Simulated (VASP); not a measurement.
VASP input:

**INCAR**
```
! general
SYSTEM  =Sr
PREC    =Accurate
ENCUT   =520   ! plane-wave cut-off (eV)
LREAL   =.FALSE.
LASPH   =.TRUE.   ! aspherical one-centre terms

! electronic loop
EDIFF   =1E-6
NELM    =100   ! most electronic steps
ALGO    =Normal   ! blocked Davidson
LMAXMIX =4   ! l cut-off of mixed one-centre charges

! smearing
ISMEAR  =1
SIGMA   =0.1

! functional
GGA     =MK
LUSE_VDW=.TRUE.
AGGAC   =0.0
PARAM1  =0.1234568
PARAM2  =0.7114
ZAB_VDW =-1.8867

! ions
IBRION  =2   ! conjugate gradients
NSW     =60
ISIF    =3   ! ions, shape and volume
EDIFFG  =-0.01

! output
LWAVE   =.FALSE.
LCHARG  =.FALSE.
```

### KPOINTS
```
K-points
0
gamma
 9 9 9
0 0 0
```

File POSCAR:
```
Sr
1
    0.0000000000     3.0400000000     3.0400000000
    3.0400000000     0.0000000000     3.0400000000
    3.0400000000     3.0400000000     0.0000000000
Sr
1
Direct
  0.0000000000   0.0000000000   0.0000000000
```

POTCAR, in this order: Sr_sv (PBE.64 set). Program: vasp_std.

**Question.** Translate this rev-vdW-DF2 calculation to Quantum ESPRESSO's pw.x.

**Answer.** One equivalent input (not run):
```
&CONTROL
  calculation = 'vc-relax'
  pseudo_dir = './pseudo'
  outdir = './out'
  tprnfor = .true.
  tstress = .true.
  nstep = 60
  forc_conv_thr = 0.00039
/
&SYSTEM
  ibrav = 0
  nat = 1
  ntyp = 1
  ecutwfc = 68
  occupations = 'smearing'
  smearing = 'methfessel-paxton'
  degauss = 0.00735
  input_dft = 'vdw-df2-b86r'
/
&ELECTRONS
  conv_thr = 7.3e-08
  electron_maxstep = 100
/
&IONS
/
&CELL
/
ATOMIC_SPECIES
  Sr 87.620 Sr.upf
CELL_PARAMETERS angstrom
     0.0000000    3.0400000    3.0400000
     3.0400000    0.0000000    3.0400000
     3.0400000    3.0400000    0.0000000
ATOMIC_POSITIONS crystal
  Sr   0.0000000  0.0000000  0.0000000
K_POINTS automatic
  9 9 9 0 0 0
```
Limits of the translation: the potentials are each code's own (VASP's PAW set, PseudoDojo norm-conserving files in pw.x), so ENCUT and ecutwfc are chosen apart and not converted; conv_thr bounds pw.x's estimated SCF error, while EDIFF bounds the energy change between steps; forc_conv_thr acts on force components and is met together with etot_conv_thr.

The compound is Sr in the fcc structure. This run relaxes it. Symmetry was kept, so distortions that lower it aren't found.
